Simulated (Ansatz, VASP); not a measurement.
# Cross-check of H23C21 (amorphous polystyrene at 300 K) between VASP and Ansatz

Wanted: the spread between two codes on one cell, functional and k mesh. The cell is taken from a series of runs on this material, whose earlier steps may have relaxed, scaled, displaced or heated it; both programs get it as it stands.

Calculated with Ansatz 0.2.0; plane waves, with VASP 6.6.1 beside it; single point at revPBE with D3(BJ).

**1. Set-up**

The cell holds 176 atoms: 84 C and 92 H. Cell: a = 12.059 Å, b = 11.618 Å, c = 11.959 Å, α = 97.4°, β = 91.0°, γ = 88.5°. As first built, before any earlier steps moved the atoms (in the runner's words): 2 polystyrene chains of 5 units placed at random, at 0.988 g/cm^3; overlaps pushed apart, then 20 ps at 800 K with MMFF94 bonds, angles, torsions, charges and radii (Halgren, J. Comput. Chem. 17, 490 (1996)) in harmonic and 12-6 forms; charges of ions scaled by 0.8. Snapshot after 30 ps at 300 K and fixed volume.

**2. VASP: single point, revPBE with D3(BJ)**

A single point gives forces, pressure and levels at one fixed geometry, so differences don't come from the geometry; what else differs is listed under the comparison.

Lines of VASP's logs that name or quote its potential files are left out, and so is its time.

Input file INCAR:

```
SYSTEM = H23C21
PREC = Accurate
ENCUT = 600
EDIFF = 1E-06
NELM = 120
ISMEAR = -1
SIGMA = 0.05
LREAL = Auto
ALGO = Normal
GGA = RE
IVDW = 12
NBANDS = 337
LORBIT = 11
LWAVE = .FALSE.
LCHARG = .FALSE.
ISIF = 2
LASPH = .TRUE.
GGA_COMPAT = .FALSE.
EFERMI = MIDGAP
```

Input file POSCAR:

```
H23C21
1.0
   12.0576100000      0.1471200000     -0.1008100000
    0.1471200000     11.5925300000     -0.7572300000
   -0.1008100000     -0.7572300000     11.9344100000
C H
84 92
Direct
    0.8154900000      0.4426800000      0.3250000000
    0.9124800000      0.5145500000      0.2946900000
    0.0235300000      0.4453700000      0.2780200000
    0.0554700000      0.3887700000      0.3821600000
    0.0530100000      0.2678400000      0.3805200000
    0.0774500000      0.2161200000      0.4778200000
    0.1060300000      0.2846000000      0.5782500000
    0.1102400000      0.4050400000      0.5808600000
    0.0846200000      0.4565100000      0.4839900000
    0.1144300000      0.5249900000      0.2455100000
    0.2253600000      0.4631000000      0.2115000000
    0.2176200000      0.3794300000      0.1029900000
    0.1640100000      0.4119100000      0.0061500000
    0.1671200000      0.3390500000      0.9036900000
    0.2244600000      0.2320600000      0.8960500000
    0.2772100000      0.1979100000      0.9920100000
    0.2731500000      0.2709400000      0.0944800000
    0.3159500000      0.5532200000      0.1981300000
    0.3963300000      0.5805800000      0.2995200000
    0.4816100000      0.6656400000      0.2695300000
    0.5803700000      0.6250300000      0.2164100000
    0.6583000000      0.7017400000      0.1853200000
    0.6387900000      0.8214300000      0.2073500000
    0.5404100000      0.8635000000      0.2596900000
    0.4628400000      0.7863500000      0.2901900000
    0.3374900000      0.6227800000      0.4109200000
    0.4188500000      0.6560600000      0.5103400000
    0.3623000000      0.7315900000      0.6064800000
    0.2866600000      0.6873900000      0.6768400000
    0.2411000000      0.7579500000      0.7686400000
[... 140 atom lines left out ...]
    0.2133700000      0.9223200000      0.3451000000
    0.2922900000      0.8441200000      0.1577300000
    0.1733500000      0.8296700000      0.9868700000
    0.7917600000      0.9551000000      0.0223900000
    0.7954500000      0.8587200000      0.8956400000
    0.8277000000      0.8060300000      0.0244000000
```

Input file KPOINTS:

```
Automatic mesh
0
Gamma
1 1 1
0 0 0
```

Potentials, in the order of the species: C and H (PBE family, release 64).

The run is started by

```bash
export OMP_NUM_THREADS=3
mpirun -np 1 vasp_gam
```

Numbers of over 12 decimals in the logs are rounded to 6 here.

Log:

```text
[banner, memory and clock lines left out]
running    1 mpi-ranks, on    1 nodes
[...]
Offloading initialized ...    1 GPUs detected
[...]
|                                                                             |
|               ----> ADVICE to this user running VASP <----                  |
|                                                                             |
|     You enforced a specific xc type in the INCAR file but a different       |
|     [... a line on the potential file left out ...]
|     I HOPE YOU KNOW WHAT YOU ARE DOING!                                     |
|                                                                             |

 LDA part: xc-table for (Slater+PW92), standard interpolation
 POSCAR, INCAR and KPOINTS ok, starting setup
[...]
entering main loop
       N       E                     dE             d eps       ncg     rms          rms(c)
DAV:   1     0.297751449370E+04    0.29775E+04   -0.23701E+05   674   0.132E+03
DAV:   2    -0.800067363434E+03   -0.37776E+04   -0.35456E+04   835   0.285E+02
DAV:   3    -0.115693642271E+04   -0.35687E+03   -0.35300E+03   852   0.872E+01
DAV:   4    -0.116635097492E+04   -0.94146E+01   -0.93830E+01   868   0.159E+01
[...]
DAV:  16    -0.107143513146E+04    0.41723E-05   -0.22694E-05   852   0.143E-02    0.753E-03
DAV:  17    -0.107143513012E+04    0.13420E-05   -0.91786E-06   892   0.105E-02    0.382E-03
DAV:  18    -0.107143513100E+04   -0.88708E-06   -0.84840E-06   836   0.623E-03
   1 F= -.10958598E+04 E0= -.10958598E+04  d E =-.565952E-16
```

OUTCAR, selected parts (step 2):

```text
  FREE ENERGIE OF THE ION-ELECTRON SYSTEM (eV)
  ---------------------------------------------------
  free  energy   TOTEN  =     -1095.8597565011 eV

  energy  without entropy=    -1095.8597565011  energy(sigma->0) =    -1095.85975650
```

The run ends at a pressure of -0.05 GPa, with forces up to 0.050 eV/Å.

**3. Ansatz: single point, revPBE with D3(BJ)**

Ansatz runs on its default PAW (the set named soft_2) files.

The same cell, functional, mesh and smearing now go to Ansatz, which takes its cutoff from its data sets.

Input file input.yaml:

```yaml
crystal:
  lattice:
    - [12.05761, 0.14712, -0.10081]
    - [0.14712, 11.59253, -0.75723]
    - [-0.10081, -0.75723, 11.93441]
  atoms:
    - { symbol: C, position: [0.81549, 0.44268, 0.325] }
    - { symbol: C, position: [0.91248, 0.51455, 0.29469] }
    - { symbol: C, position: [0.02353, 0.44537, 0.27802] }
    - { symbol: C, position: [0.05547, 0.38877, 0.38216] }
    - { symbol: C, position: [0.05301, 0.26784, 0.38052] }
    - { symbol: C, position: [0.07745, 0.21612, 0.47782] }
    - { symbol: C, position: [0.10603, 0.2846, 0.57825] }
    - { symbol: C, position: [0.11024, 0.40504, 0.58086] }
    - { symbol: C, position: [0.08462, 0.45651, 0.48399] }
    - { symbol: C, position: [0.11443, 0.52499, 0.24551] }
    - { symbol: C, position: [0.22536, 0.4631, 0.2115] }
    - { symbol: C, position: [0.21762, 0.37943, 0.10299] }
    - { symbol: C, position: [0.16401, 0.41191, 0.00615] }
    - { symbol: C, position: [0.16712, 0.33905, 0.90369] }
    - { symbol: C, position: [0.22446, 0.23206, 0.89605] }
    - { symbol: C, position: [0.27721, 0.19791, 0.99201] }
    - { symbol: C, position: [0.27315, 0.27094, 0.09448] }
    - { symbol: C, position: [0.31595, 0.55322, 0.19813] }
    - { symbol: C, position: [0.39633, 0.58058, 0.29952] }
    - { symbol: C, position: [0.48161, 0.66564, 0.26953] }
    - { symbol: C, position: [0.58037, 0.62503, 0.21641] }
    - { symbol: C, position: [0.6583, 0.70174, 0.18532] }
    - { symbol: C, position: [0.63879, 0.82143, 0.20735] }
    - { symbol: C, position: [0.54041, 0.8635, 0.25969] }
    - { symbol: C, position: [0.46284, 0.78635, 0.29019] }
    - { symbol: C, position: [0.33749, 0.62278, 0.41092] }
    - { symbol: C, position: [0.41885, 0.65606, 0.51034] }
    - { symbol: C, position: [0.3623, 0.73159, 0.60648] }
    - { symbol: C, position: [0.28666, 0.68739, 0.67684] }
    - { symbol: C, position: [0.2411, 0.75795, 0.76864] }
[... 140 atom lines left out ...]
    - { symbol: H, position: [0.21337, 0.92232, 0.3451] }
    - { symbol: H, position: [0.29229, 0.84412, 0.15773] }
    - { symbol: H, position: [0.17335, 0.82967, 0.98687] }
    - { symbol: H, position: [0.79176, 0.9551, 0.02239] }
    - { symbol: H, position: [0.79545, 0.85872, 0.89564] }
    - { symbol: H, position: [0.8277, 0.80603, 0.0244] }
kpoints:
  mp_grid: { grid: [1, 1, 1] }
hamiltonian:
  xc: revpbe
  dispersion: d3bj
scf:
  occupations: { method: fermi_dirac, width: 0.05 }
output:
  forces: true
  stress: true
  populations: true
  dos:
    method: { smearing: { sigma: 0.15 } }
    de: 0.1
    projected: { site_lists: { C: [C], H: [H] } }
  eigenvalues: true
  write_density: true
  write_potential: true
  volumetric_format: npy
```

The run is started by

```bash
ansatz run input.yaml --threads 4 --pin off --max-ram 8192MiB --backend cpu --events-out ev --progress --plain --runs-dir out
```

Log:

```text
Engine: ansatz 0.2.0, x86_64-unknown-linux-gnu
Pseudopotentials: kind: paw
Pseudopotential: C, paw, valence charge 4, recommended cutoff 420 eV (normal), C.paw.azcp
Pseudopotential: H, paw, valence charge 1, recommended cutoff 420 eV (normal), H.paw.azcp
Functional definition: revPBE
  parameter kappa = 1.245
  parameter beta = 0.066725
  exchange = pbe_x(kappa = kappa, mu = beta*pi^2/3)
  correlation = pbe_c(beta = beta)
Crystal: 176 atoms, lattice volume = 1660.903 Å³
Basis set: ecut = 420 eV, 32443 PW (Γ), exchange–correlation on 162×160×160 points (8 copies of the dense FFT grid, shifted against one another)
Bands: 390, of which v1, the nominal top of the filled ones, is band 214 counted from 1 (213 counted from 0)
Symmetry: 1 space group operations
Space group: P1 (ITA 1), of the structure as read, at distance tolerance 1.2e-4 Å
k-points: 1
Non-local potential: C, projectors of the file, l = 0: 2, l = 1: 2, l = 2: 1
Non-local potential: H, projectors of the file, l = 0: 2, l = 1: 1
PAW form: soft (Blöchl's): semilocal exchange-correlation on the pseudo side does not see the compensation charge
PAW frozen core: C, regenerated for the run's functional, and the local potential with it (the file was generated under x = pbe(κ = 0.804, μ = 0.219515), c = pbe(β = 0.066725))
PAW one-centre angular grid: C, 110 points (default); XC on 64 Gauss nodes
PAW one-centre angular grid: H, 110 points (default); XC on 64 Gauss nodes
Initial density: superposition of atomic densities (neutral atoms: chi_scale 0, normalization atom), corrected by the library's trained network
Initial wavefunctions: pseudopotential atomic-orbital guess
Functional: x = revpbe(κ = 1.245, μ = 0.219515), c = pbe(β = 0.066725)
SCF iter   1: F=—  HF=-22661.686293 eV  |F-HF|=—  |Δ(HF+E_count)|=         —  Δρ=4.70e-3  dr2=3.30e-1  ethr=1.77e-3  ⟨swp⟩=6.0  Hψ=1793  notcnv=0  defer=66
preconditioner: auto → Resta (q_TF=auto, 2.176 Å⁻¹)  ε∞=2.5  [insulator: Δε(μ)=4.007 eV  Ē_g=15.413 eV  σ=0.050 eV  W_gap=1.00  n_scr=282 (ndim 8)  ℏωp=18.8 eV  f_vac=0.162  D(μ)=0.00/eV (n_scr^D=0)  ε∞_Penn≈2.5]
SCF iter   2: F=—  HF=-22661.715118 eV  |F-HF|=—  |Δ(HF+E_count)|=   2.88e-2  Δρ=2.29e-3  dr2=7.48e-2  ethr=7.71e-5  ⟨swp⟩=3.0  Hψ=664  notcnv=0  defer=157
SCF iter   3: F=—  HF=-22661.745485 eV  |F-HF|=—  |Δ(HF+E_count)|=   3.04e-2  Δρ=7.80e-4  dr2=1.31e-2  ethr=1.75e-5  ⟨swp⟩=2.0  Hψ=391  notcnv=0  defer=157
SCF iter   4: F=—  HF=-22661.749294 eV  |F-HF|=—  |Δ(HF+E_count)|=   3.81e-3  Δρ=2.24e-4  dr2=9.91e-4  ethr=3.06e-6  ⟨swp⟩=2.0  Hψ=411  notcnv=0  defer=157
SCF iter   5: F=—  HF=-22661.750067 eV  |F-HF|=—  |Δ(HF+E_count)|=   7.74e-4  Δρ=8.36e-5  dr2=1.50e-4  ethr=2.32e-7  ⟨swp⟩=2.0  Hψ=436  notcnv=0  defer=157
SCF iter   6: F=—  HF=-22661.750238 eV  |F-HF|=—  |Δ(HF+E_count)|=   1.70e-4  Δρ=2.34e-5  dr2=1.39e-5  ethr=3.49e-8  ⟨swp⟩=2.0  Hψ=412  notcnv=0  defer=157
SCF iter   7: F=—  HF=-22661.751085 eV  |F-HF|=—  |Δ(HF+E_count)|=   8.47e-4  Δρ=1.05e-5  dr2=3.03e-6  ethr=3.26e-9  ⟨swp⟩=2.0  Hψ=604  notcnv=0  defer=162
SCF iter   8: F=—  HF=-22661.751086 eV  |F-HF|=—  |Δ(HF+E_count)|=   1.05e-6  Δρ=2.95e-6  dr2=1.60e-7  ethr=7.08e-10  ⟨swp⟩=2.0  Hψ=393  notcnv=0  defer=162
SCF iter   9: F=-22661.751087 eV  HF=-22661.751087 eV  |F-HF|=1.21e-8  |Δ(HF+E_count)|=   3.82e-7  Δρ=1.33e-6  dr2=4.69e-8  ethr=2.34e-11  ⟨swp⟩=22.0  Hψ=3215  notcnv=0
SCF 1 converged in 9 iterations: F = -22661.751087 eV  dr2 = 4.69e-8
  greatest PAW one-centre occupation: 0.680 electrons in one spin orbital (limit 2), on the C atom at site 111 (counted from 0), in its partial waves of l = 0
[...]
atom 165  H      0.00748201     0.00261275    -0.00290055
  atom 166  H     -0.00075453     0.00124599    -0.00027179
  atom 167  H     -0.00119643     0.00266458    -0.00107437
  atom 168  H      0.00302508    -0.00385975    -0.00611680
  atom 169  H      0.00402460    -0.00147624     0.00017526
  atom 170  H      0.00307117     0.00081346    -0.00407466
  atom 171  H     -0.00103642    -0.00142930    -0.00453038
  atom 172  H     -0.00125060    -0.00060358     0.00219813
  atom 173  H     -0.00029609     0.00182959     0.00027154
  atom 174  H      0.00057908     0.00170384     0.00000837
  atom 175  H      0.00050427    -0.00002377     0.00098293
  atom 176  H     -0.00027595     0.00084026    -0.00326248
  max |Σ_I F_I| component: 3.80e-5 eV/Å
--- Stress (GPa, compression-positive) ---
       -0.021989       0.018575      -0.002253
        0.018574       0.030884      -0.011961
       -0.002253      -0.011962       0.031788
  P = ⅓ Tr σ = 0.0136 GPa (0.136 kbar)
--- Band table (eV) ---
  k-point 0: bands = [... 210 lower, -0.0461, -0.0125, 0.0205, 0.3548, 4.3117, 4.3454, 4.3894, 4.3961, ... 172 higher]
--- Löwdin populations: 176 sites ---
  site symbol       q [e]
     0      C      4.4450
     1      C      4.2423
     2      C      4.1001
     3      C      3.9579
     4      C      4.1408
     5      C      4.1192
     6      C      4.1268
     7      C      4.1212
     8      C      4.1472
     9      C      4.2535
    10      C      4.1005
    11      C      3.9549
    12      C      4.1426
    13      C      4.1233
    14      C      4.1398
    15      C      4.1156
    16      C      4.1282
    17      C      4.2549
    18      C      4.0934
    19      C      3.9592
    20      C      4.1311
    21      C      4.1130
    22      C      4.1272
    23      C      4.1188
[...]
168      H      0.8219
   169      H      0.8171
   170      H      0.8216
   171      H      0.8120
   172      H      0.8216
   173      H      0.8253
   174      H      0.8214
   175      H      0.8196
  spilling = 0.011563 (of n_electrons = 428.000000)
```

The column dr2 measures how far the density is from self-consistency, as an energy; F and HF (Harris–Foulkes) agree once it is small.

**4. Differences**

Known differences besides the potentials themselves: the cutoff is 420 eV in Ansatz and 600 eV in VASP (PREC = Accurate, projectors in real space); Ansatz makes its cores anew for this functional, VASP keeps those of its PBE data sets. Total energies have different zeros and are not compared.

Both answers:

```tsv
quantity	Ansatz	VASP	difference
pressure (GPa)	0.01	-0.05	+0.06
gap on the k mesh (eV)	3.957	3.955	+0.002
```

At this near-relaxed geometry the largest component of a force difference is 34 meV/Å. A gap on the mesh is an upper bound, since the band edges may lie between its points.

**5. Summary of results**

| Quantity | Value |
| --- | --- |
| r.m.s. force difference (single point, revPBE with D3(BJ)) | 13 meV/Å |

What this shows: The r.m.s. force difference is 13 meV/Å (single point, revPBE with D3(BJ)), beyond the 12 meV/Å picked in this series as the mark of a large difference. What causes the difference of the single point, revPBE with D3(BJ) pair stays open here. How closely two codes agree says nothing of how well the functional describes the real material.

[Lines on the potential files, build, host, timing and source positions are cut from VASP's logs without a mark.]

[Logs are printed without paths, hosts, clocks, repeated set-up lines and the standing remarks that a program may print on its own settings, such as how far it seeks lower states.]

[Hosts, paths, dates, database ids (printed as entryN), source tags and the programs' standing remarks are cut or masked in the printed files.]

[The MMFF94 radii named for the starting cell were scaled by 0.96; in molecules described by MMFF94, hydrogen bound to N, O or S took a small fixed 12-6 site in their place.]
